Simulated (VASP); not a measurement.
Computed with PBE GGA, VASP's PBE PAW potentials (set 64) (plane waves; VASP 6.6.1). Each cell was relaxed at this level, without spin-orbit coupling.

Q: Which of these comes out without a gap?
(A) ZnS, F-43m (216)
(B) LiF, Fm-3m (225)
(C) Re, P6_3/mmc (194)
(D) SnSe2, P-3m1 (164)

A: C, Re, P6_3/mmc (194). The others have gaps of 8.91 eV (LiF, Fm-3m (225)), 2.02 eV (ZnS, F-43m (216)), 0.68 eV (SnSe2, P-3m1 (164)).
